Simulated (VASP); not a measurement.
Here is the system:

```
PSi62
1.0
   10.93707     0.00000     0.00000
    0.00000    10.93707     0.00000
    0.00000     0.00000    10.93707
Si P
62 1
Direct
  0.50000   0.00000   0.00000
  0.62500   0.12500   0.12500
  0.75000   0.25000   0.00000
  0.87500   0.37500   0.12500
  0.75000   0.00000   0.25000
  0.87500   0.12500   0.37500
  0.00000   0.00000   0.00000
  0.12500   0.12500   0.12500
  0.25000   0.25000   0.00000
  0.37500   0.37500   0.12500
  0.50000   0.50000   0.00000
  0.62500   0.62500   0.12500
  0.75000   0.75000   0.00000
  0.87500   0.87500   0.12500
  0.25000   0.00000   0.25000
  0.37500   0.12500   0.37500
  0.50128   0.24950   0.25437
  0.74843   0.49720   0.25169
  0.87500   0.62500   0.37500
  0.50000   0.00000   0.50000
  0.62500   0.12500   0.62500
  0.74963   0.25019   0.50170
  0.87500   0.37500   0.62500
  0.75000   0.00000   0.75000
  0.87500   0.12500   0.87500
  0.00000   0.50000   0.00000
  0.12500   0.62500   0.12500
  0.25000   0.75000   0.00000
  0.37500   0.87500   0.12500
  0.00000   0.25000   0.25000
  0.12500   0.37500   0.37500
  0.25000   0.50000   0.25000
  0.37500   0.62500   0.37500
  0.50000   0.75000   0.25000
  0.62500   0.87500   0.37500
  0.00000   0.00000   0.50000
  0.12500   0.12500   0.62500
  0.25000   0.25000   0.50000
  0.37500   0.37500   0.62500
  0.62500   0.62500   0.62500
  0.75000   0.75000   0.50000
  0.87500   0.87500   0.62500
  0.25000   0.00000   0.75000
  0.37500   0.12500   0.87500
  0.50000   0.25000   0.75000
  0.62500   0.37500   0.87500
  0.75000   0.50000   0.75000
  0.87500   0.62500   0.87500
  0.00000   0.75000   0.25000
  0.12500   0.87500   0.37500
  0.00000   0.50000   0.50000
  0.12500   0.62500   0.62500
  0.25000   0.75000   0.50000
  0.37500   0.87500   0.62500
  0.00000   0.25000   0.75000
  0.12500   0.37500   0.87500
  0.25000   0.50000   0.75000
  0.37500   0.62500   0.87500
  0.50000   0.75000   0.75000
  0.62500   0.87500   0.87500
  0.00000   0.75000   0.75000
  0.12500   0.87500   0.87500
  0.49654   0.49733   0.49876
```
Cell charge +1.

Method: PBE GGA, VASP's PBE PAW potentials (set 64) (plane waves; VASP 6.6.1). Numerical set-up: PREC = Normal, LREAL = Auto, ISYM = 0, NELECT = 252.0, EDIFF = 1E-5, 400 eV cut-off, 1×1×1 Γ-centred mesh, Gaussian smearing of 0.050 eV, potentials Si P.

The cell is charged, with a uniform compensating background. The supercell is sampled at Γ alone, which is coarse: total energies, pressure and levels can be off, energies of defects by several tenths of an eV.

Question: The ions are relaxed. Which structure does the run end with?

Answer: 
```
PSi62
1.0
   10.93707     0.00000     0.00000
    0.00000    10.93707     0.00000
    0.00000     0.00000    10.93707
Si P
62 1
Direct
  0.49939   0.99941   0.99957
  0.62742   0.12394   0.12403
  0.75079   0.24899   0.99805
  0.87585   0.37233   0.12406
  0.75082   0.99798   0.24921
  0.87598   0.12387   0.37254
  0.00049   0.99933   0.99965
  0.12661   0.12442   0.12471
  0.25200   0.24938   0.00078
  0.37793   0.37675   0.12849
  0.49962   0.50023   0.00000
  0.62313   0.62190   0.12852
  0.75044   0.74782   0.00076
  0.87542   0.87328   0.12465
  0.25204   0.00055   0.24972
  0.37801   0.12841   0.37690
  0.50295   0.24641   0.24641
  0.75343   0.49678   0.24651
  0.87146   0.62183   0.37689
  0.49965   0.99990   0.50041
  0.62317   0.12830   0.62214
  0.75374   0.24616   0.49731
  0.87162   0.37670   0.62217
  0.75041   0.00051   0.74808
  0.87544   0.12432   0.87355
  0.00042   0.50038   0.99961
  0.12592   0.62379   0.12699
  0.24930   0.75054   0.00162
  0.37607   0.87398   0.12696
  0.00189   0.24906   0.24920
  0.12460   0.37507   0.37517
  0.25245   0.49996   0.25425
  0.37612   0.62374   0.38416
  0.49988   0.74744   0.25422
  0.62483   0.87531   0.37518
  0.00048   0.99939   0.50058
  0.12595   0.12680   0.62394
  0.25244   0.25411   0.50013
  0.37598   0.38398   0.62397
  0.61582   0.62376   0.62396
  0.74581   0.74744   0.50005
  0.87302   0.87398   0.62387
  0.24931   0.00149   0.75068
  0.37607   0.12681   0.87410
  0.49983   0.25412   0.74755
  0.62484   0.37506   0.87534
  0.74581   0.49992   0.74759
  0.87301   0.62377   0.87414
  0.99927   0.74782   0.24963
  0.12478   0.87502   0.37551
  0.00002   0.50019   0.50043
  0.12294   0.62633   0.62654
  0.24890   0.75096   0.50273
  0.37352   0.87691   0.62650
  0.99933   0.24932   0.74813
  0.12473   0.37523   0.87536
  0.24881   0.50254   0.75120
  0.37349   0.62635   0.87711
  0.49730   0.75100   0.75116
  0.62453   0.87505   0.87534
  0.99835   0.75057   0.75068
  0.12461   0.87525   0.87536
  0.50261   0.49725   0.49750
```
Cell charge +1.

Question: How much energy does the relaxation gain?

Answer: The energy (σ→0) changes by -4.0 meV/atom, in 16 ionic steps.

```tsv
step	E(σ→0) (eV)	max force (eV/Å)	pressure (GPa)	volume (Å³)
1	-338.7981	0.772	-1.02	1308.29
2	-338.9531	0.345	-1.02	1308.29
3	-338.9560	0.273	-1.02	1308.29
4	-338.9970	0.162	-1.02	1308.29
5	-339.0066	0.196	-1.02	1308.29
6	-339.0248	0.119	-1.03	1308.29
7	-339.0281	0.135	-1.03	1308.29
8	-339.0377	0.066	-1.03	1308.29
9	-339.0402	0.091	-1.03	1308.29
10	-339.0460	0.053	-1.04	1308.29
11	-339.0471	0.054	-1.04	1308.29
12	-339.0500	0.043	-1.03	1308.29
13	-339.0502	0.048	-1.03	1308.29
14	-339.0520	0.033	-1.03	1308.29
15	-339.0520	0.034	-1.03	1308.29
16	-339.0525	0.029	-1.03	1308.29
```

The cell is a supercell with a defect, built from Si (diamond): P_Si-vac_Si, charge +1. The run is not spin-polarised, so no state with unpaired spins was tried.
